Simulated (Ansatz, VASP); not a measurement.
# TiS2 (1T-TiS2 5 layers, AA): VASP beside Ansatz

Aim: how closely do two programs agree when they are given the same cell, functional and k mesh? Of the first pair: The structure shown is the start of the Ansatz relaxation below; VASP solves that cell, so the two are compared at the walk's first step.

Method: plane waves, with VASP 6.6.1 beside it; single point at PBE with D3(BJ), in Ansatz 0.2.0.

**1. The structure**

The cell holds 15 atoms: 10 S and 5 Ti. Cell: a = 3.410 Å, b = 3.410 Å, c = 86.169 Å, α = 90.0°, β = 90.0°, γ = 120.0°. Vacuum lies along c.

Structure file:

```cif
data_structure
_symmetry_space_group_name_H-M 'P 1'
_symmetry_Int_Tables_number 1
_cell_length_a 3.4100
_cell_length_b 3.4100
_cell_length_c 86.1694
_cell_angle_alpha 90.000
_cell_angle_beta 90.000
_cell_angle_gamma 120.000
_cell_volume 867.75
loop_
_atom_site_label
_atom_site_type_symbol
_atom_site_fract_x
_atom_site_fract_y
_atom_site_fract_z
_atom_site_occupancy
S1 S 0.66667 0.33333 0.34003 1
S2 S 0.33333 0.66667 0.37616 1
S3 S 0.66667 0.33333 0.41098 1
S4 S 0.33333 0.66667 0.44712 1
S5 S 0.66667 0.33333 0.48193 1
S6 S 0.33333 0.66667 0.51807 1
S7 S 0.66667 0.33333 0.55288 1
S8 S 0.33333 0.66667 0.58902 1
S9 S 0.66667 0.33333 0.62384 1
S10 S 0.33333 0.66667 0.65997 1
Ti11 Ti 0.00000 0.00000 0.35810 1
Ti12 Ti 0.00000 0.00000 0.42905 1
Ti13 Ti 0.00000 0.00000 0.50000 1
Ti14 Ti 0.00000 0.00000 0.57095 1
Ti15 Ti 0.00000 0.00000 0.64190 1
```

**2. Ansatz: relaxation, PBE with D3(BJ)**

Ansatz runs on its default PAW (the set named soft_2) files.

The two programs are compared at the cell with which this relaxation starts, whose forces are those of its first step.

Input file input.yaml:

```yaml
crystal:
  lattice:
    - [3.41, 0.0, 0.0]
    - [-1.705, 2.9531466269, 0.0]
    - [0.0, 0.0, 86.1694144623]
  atoms:
    - { symbol: S, position: [0.6666666667, 0.3333333333, 0.3400278415] }
    - { symbol: Ti, position: [0.0, 0.0, 0.3580962183] }
    - { symbol: S, position: [0.3333333333, 0.6666666667, 0.376164595] }
    - { symbol: S, position: [0.6666666667, 0.3333333333, 0.4109797324] }
    - { symbol: Ti, position: [0.0, 0.0, 0.4290481091] }
    - { symbol: S, position: [0.3333333333, 0.6666666667, 0.4471164859] }
    - { symbol: S, position: [0.6666666667, 0.3333333333, 0.4819316232] }
    - { symbol: Ti, position: [0.0, 0.0, 0.5] }
    - { symbol: S, position: [0.3333333333, 0.6666666667, 0.5180683768] }
    - { symbol: S, position: [0.6666666667, 0.3333333333, 0.5528835141] }
    - { symbol: Ti, position: [0.0, 0.0, 0.5709518909] }
    - { symbol: S, position: [0.3333333333, 0.6666666667, 0.5890202676] }
    - { symbol: S, position: [0.6666666667, 0.3333333333, 0.623835405] }
    - { symbol: Ti, position: [0.0, 0.0, 0.6419037817] }
    - { symbol: S, position: [0.3333333333, 0.6666666667, 0.6599721585] }
  periodic: [true, true, false]
kpoints:
  mp_grid: { grid: [12, 12, 1] }
hamiltonian:
  xc: pbe
  dispersion: d3bj
scf:
  occupations: { method: fermi_dirac, width: 0.05 }
  convergence: { dr2_threshold: 1.0e-09 }
relax:
  f_tol: 0.004
  max_steps: 90
  cell: {}
output:
  write_potential: true
  write_density: true
  volumetric_format: npy
```

On the command line:

```
> ansatz run input.yaml --threads 4 --pin off --max-ram 12288MiB --backend cpu --events-out ev --progress --plain --runs-dir out
```

Numbers of over 12 decimals in the logs are rounded to 6 here.

The program printed:

```text
Warning: relax.cell: scf.convergence.dr2_threshold = 1e-9 eV is looser than the 1.06272869284e-10 eV advised for a relaxation that steers and ends on the stress (1e-10 eV for each atom of the cell: 15, times the square of relax.cell.stress_2d_tol = 0.05 N/m over 37.6 Å (the atoms' height at the walk's start and 5 Å past either face), 1.331e-2 GPa, over a crystal's default 0.05). What an SCF threshold leaves in a stress goes as its square root, and in the free energy as the threshold itself, and one threshold admits the most on a small cell: [figures from the program's tests cut] Set scf.convergence.dr2_threshold to 1.06272869284e-10 eV or tighter. [rest of the remark cut]
Engine: ansatz 0.2.0, x86_64-unknown-linux-gnu
Pseudopotentials: kind: paw
Pseudopotential: S, paw, valence charge 6, recommended cutoff 420 eV (normal), S.paw.azcp
Pseudopotential: Ti, paw, valence charge 12, recommended cutoff 420 eV (normal), Ti.paw.azcp
Functional definition: PBE
  parameter kappa = 0.804
  parameter beta = 0.066725
  exchange = pbe_x(kappa = kappa, mu = beta*pi^2/3)
  correlation = pbe_c(beta = beta)
Crystal: 15 atoms, lattice volume = 867.746 Å³
Basis set: ecut = 420 eV, 16979 PW (Γ), exchange–correlation on 48×48×1152 points (8 copies of the dense FFT grid, shifted against one another)
Bands: 75, of which v1, the nominal top of the filled ones, is band 60 counted from 1 (59 counted from 0)
Symmetry: 12 space group operations
Space group: P-3m1 (ITA 164), of the structure as read, at distance tolerance 9.5e-5 Å
k-points: 19 of 144
Non-local potential: S, projectors of the file, l = 0: 2, l = 1: 2, l = 2: 2
Non-local potential: Ti, projectors of the file, l = 0: 3, l = 1: 2, l = 2: 3, l = 3: 1
PAW form: soft (Blöchl's): semilocal exchange-correlation on the pseudo side does not see the compensation charge
PAW one-centre angular grid: S, 110 points (default); XC on 64 Gauss nodes
PAW one-centre angular grid: Ti, 590 points (default); XC on 64 Gauss nodes
Initial density: superposition of atomic densities (neutral atoms: chi_scale 0, normalization atom), corrected by the library's trained network
Initial wavefunctions: pseudopotential atomic-orbital guess
Functional: x = pbe(κ = 0.804, μ = 0.219515), c = pbe(β = 0.066725)
SCF iter   1: F=—  HF=-21542.488109 eV  |F-HF|=—  |Δ(HF+E_count)|=         —  Δρ=1.15e-3  dr2=8.62e-2  ethr=1.77e-3  ⟨swp⟩=8.7  Hψ=7379  notcnv=0
preconditioner: auto → LDOS  [metal: Δε(μ)=0.028 eV  Ē_g=6.227 eV  σ=0.050 eV  W_gap=0.14  n_scr=52 (ndim 8)  ℏωp=11.3 eV  f_vac=0.639  D(μ)=2.99/eV (n_scr^D=20)  β→1.0]
SCF iter   2: F=—  HF=-21542.482833 eV  |F-HF|=—  |Δ(HF+E_count)|=   5.28e-3  Δρ=1.68e-3  dr2=9.97e-2  ethr=7.18e-5  ⟨swp⟩=3.8  Hψ=3893  notcnv=0  defer=38
SCF iter   3: F=—  HF=-21542.476532 eV  |F-HF|=—  |Δ(HF+E_count)|=   6.30e-3  Δρ=7.61e-4  dr2=1.59e-2  ethr=7.18e-5  ⟨swp⟩=2.7  Hψ=2213  notcnv=0  defer=36
SCF iter   4: F=—  HF=-21542.475171 eV  |F-HF|=—  |Δ(HF+E_count)|=   1.36e-3  Δρ=1.22e-4  dr2=1.03e-3  ethr=1.33e-5  ⟨swp⟩=2.8  Hψ=2165  notcnv=0  defer=36
SCF iter   5: F=—  HF=-21542.475108 eV  |F-HF|=—  |Δ(HF+E_count)|=   6.37e-5  Δρ=5.98e-5  dr2=4.84e-5  ethr=8.55e-7  ⟨swp⟩=2.4  Hψ=2126  notcnv=0  defer=36
SCF iter   6: F=—  HF=-21542.474913 eV  |F-HF|=—  |Δ(HF+E_count)|=   1.94e-4  Δρ=1.94e-5  dr2=7.63e-6  ethr=4.03e-8  ⟨swp⟩=3.0  Hψ=2588  notcnv=0  defer=36
SCF iter   7: F=—  HF=-21542.474934 eV  |F-HF|=—  |Δ(HF+E_count)|=   2.07e-5  Δρ=6.91e-6  dr2=5.66e-7  ethr=6.36e-9  ⟨swp⟩=2.6  Hψ=2553  notcnv=0  defer=36
SCF iter   8: F=—  HF=-21542.474935 eV  |F-HF|=—  |Δ(HF+E_count)|=   5.58e-7  Δρ=2.75e-6  dr2=1.30e-7  ethr=4.71e-10  ⟨swp⟩=3.2  Hψ=2905  notcnv=0  defer=36
SCF iter   9: F=—  HF=-21542.474935 eV  |F-HF|=—  |Δ(HF+E_count)|=   7.42e-8  Δρ=8.64e-7  dr2=1.02e-8  ethr=1.08e-10  ⟨swp⟩=2.5  Hψ=2179  notcnv=0  defer=36
SCF iter  10: F=-21542.474935 eV  HF=-21542.474935 eV  |F-HF|=1.18e-8  |Δ(HF+E_count)|=   3.68e-8  Δρ=1.93e-7  dr2=3.24e-10  ethr=1.00e-12  ⟨swp⟩=8.8  Hψ=11737  notcnv=0
SCF 1 converged in 10 iterations: F = -21542.474935 eV  dr2 = 3.24e-10
  greatest PAW one-centre occupation: 0.999 electrons in one spin orbital (limit 2), on the Ti atom at site 13 (counted from 0), in its partial waves of l = 0
[...]
WARN: The output density's exchange-correlation potential varies sharply where the density is thin. Do not read a vacuum level from v_tot or v_xc, or from such a field of the output density. On a cell that repeats whose density bears no net charge and no dipole along the vacuum's axis use v_es (v_loc + v_h of the components); under efield.dipole_correction with no amplitude use v_es + v_field, which holds any externa [...]
SCF converged after 6 iterations
Free energy (F): -21543.865970 eV
Harris-Foulkes:  -21543.865970 eV  (|F-HF|=5.82e-10)
Internal energy: -21543.848084 eV  (E = F + TS)
E sigma→0 (E₀):  -21543.857027 eV
Entropy (-TS):   -0.017886 eV (-1.192 meV/atom)
Fermi energy:    -5.829585 eV
--- Per-component energies (eV) ---
  E_band       = -2708.141827
  E_kinetic    = 2434.266686
  E_local      = -1658373.588897  (includes V_loc(G=0)·N_el)
  E_nonlocal   = 314.393364
  E_hartree    = 827651.772315
  E_xc         = -1465.082640
  E_vxc        = -1492.934245  (∫ρ·V_xc dr)
  E_paw        = -11234.863640  (= ΣΔE_a)
  E_vpaw       = -893.824161  (= ΣTr[D̂ρ^β])
  E_aug_tail   = 0.000683  (compensation charges beyond the density's cutoff)
  E_ewald      = 819134.958282
  E_disp       = -5.704236  (pairwise vdW)
  E_smearing   = -0.017886  (= −TS)
  E_closure    = -0.000000  (closes the sum)
  Σ components = -21543.865970   (vs F -21543.865970, Δ=0.00e0)
--- Forces (eV/Å), atoms counted from 1 ---
  atom   1  S      0.00000000     0.00000000    -0.00065860
  atom   2  Ti     0.00000000    -0.00000000     0.00032059
  atom   3  S      0.00000000    -0.00000000     0.00020741
  atom   4  S      0.00000000     0.00000000    -0.00155434
  atom   5  Ti    -0.00000000    -0.00000000     0.00313819
  atom   6  S     -0.00000000    -0.00000000    -0.00090059
  atom   7  S      0.00000000     0.00000000     0.00010868
  atom   8  Ti    -0.00000000     0.00000000     0.00000000
  atom   9  S      0.00000000    -0.00000000    -0.00010868
  atom  10  S     -0.00000000     0.00000000     0.00090059
  atom  11  Ti     0.00000000     0.00000000    -0.00313819
  atom  12  S      0.00000000    -0.00000000     0.00155434
  atom  13  S      0.00000000     0.00000000    -0.00020741
  atom  14  Ti     0.00000000     0.00000000    -0.00032059
  atom  15  S      0.00000000    -0.00000000     0.00065860
  max |Σ_I F_I| component: 1.84e-17 eV/Å
--- 2D stress c σ (N/m, compression-positive) ---
        0.008789       0.000000       0.000000
        0.000000       0.008789       0.000000
        0.000000       0.000000       0.000000
  P = ½ c Tr σ = 0.0088 N/m
--- Band table (eV; the first three rows and the last of 19) ---
  k-point 0: bands = [... 56 lower, -5.6642, -5.6642, -5.6370, -5.6370, -5.2776, -5.2776, -5.2725, -5.2725, ... 11 higher]
  k-point 1: bands = [... 56 lower, -6.1304, -6.0744, -6.0442, -5.9133, -5.1163, -5.1118, -5.1037, -5.0986, ... 11 higher]
  k-point 2: bands = [... 56 lower, -6.5623, -6.5264, -6.3626, -6.0708, -5.2413, -5.2018, -5.1670, -5.1500, ... 11 higher]
  k-point 18: bands = [... 56 lower, -8.1415, -8.1415, -8.0604, -8.0604, -4.5106, -4.5062, -4.4996, -4.4957, ... 11 higher]
  the weakly bound empty levels are not read free of the cell's end (no_gap_told)
--- Relaxed structure (11 steps of the walk, 11 accepted, 1 SCFs on fresh bases) ---
  F+E_penalty+E_count = -21543.86597006 eV   max|allowed force component| = 3.138e-3 eV/Å   (the final SCF, on the basis selected at the relaxed cell)
  cell:  # Å, volume = 842.6755 Å³
    - [3.360379, 0, 0]
    - [-1.680190, 2.910174, 0]
    - [0, 0, 86.1694144623]
  atoms:
    - { symbol: S, position: [0.666667, 0.333333, 0.354507] }
    - { symbol: Ti, position: [3.6769633428451854e-17, 0, 0.371203] }
    - { symbol: S, position: [0.333333, 0.666667, 0.387758] }
    - { symbol: S, position: [0.666667, 0.333333, 0.419092] }
    - { symbol: Ti, position: [1.8604764329851018e-17, 0, 0.435680] }
    - { symbol: S, position: [0.333333, 0.666667, 0.452261] }
    - { symbol: S, position: [0.666667, 0.333333, 0.483417] }
    - { symbol: Ti, position: [0, 0, 0.500000] }
    - { symbol: S, position: [0.333333, 0.666667, 0.516583] }
    - { symbol: S, position: [0.666667, 0.333333, 0.547739] }
    - { symbol: Ti, position: [-1.8604764329851027e-17, 0, 0.564320] }
    - { symbol: S, position: [0.333333, 0.666667, 0.580908] }
    - { symbol: S, position: [0.666667, 0.333333, 0.612242] }
    - { symbol: Ti, position: [-3.676963342845186e-17, 0, 0.628797] }
    - { symbol: S, position: [0.333333, 0.666667, 0.645493] }
```

(Part 1 of 3 ends here.)

[Lines on the potential files, build, host, timing and source positions are cut from VASP's logs without a mark.]

[Logs are printed without paths, hosts, clocks, repeated set-up lines and the standing remarks that a program may print on its own settings, such as how far it seeks lower states.]

[Hosts, paths, dates, database ids (printed as entryN), source tags and the programs' standing remarks are cut or masked in the printed files.]
